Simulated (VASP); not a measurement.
Here is the system:

```
PbF2
1.0
    0.00000     3.04311     2.95087
    3.04746     0.00000     2.95087
    3.04746     3.04311     0.00000
Pb F
1 2
Direct
  0.00000   0.00000   0.00000
  0.25000   0.25000   0.25000
  0.73705   0.76295   0.76295
```
Cell charge +0.1.

Method: PBE GGA, VASP's PBE PAW potentials (set 64) (plane waves; VASP). Settings: NELECT = 27.9, 520 eV cut-off, 6×6×6 Γ-centred mesh, Gaussian smearing of 0.050 eV, potentials Pb_d F.

The cell is charged, with a uniform compensating background.

**Question.** Which forces act on the atoms, in eV/Å?

**Answer.** 
| atom | Fx | Fy | Fz |
|---|---|---|---|
| Pb1 | 0.029 | 0.000 | 0.000 |
| F2 | 0.094 | 0.000 | 0.000 |
| F3 | -0.123 | 0.000 | 0.000 |

**Question.** Give the stress tensor in GPa (positive for a compressed cell).

**Answer.** 
```
-4.77   0.00   0.00
 0.00  -4.74   0.22
 0.00   0.22  -3.39
```
The pressure is its mean diagonal, -4.30 GPa.

The compound is PbF2 in the fluorite structure, the β form. The cell was not relaxed at this level, atoms are displaced from their ideal sites. The k-mesh is coarse (spacing up to 0.30 per Å, 2π included), so the numbers may not be converged in it. The run is one of a series of settings (NELECT = 27.9 against the base run), some of them coarse on purpose.
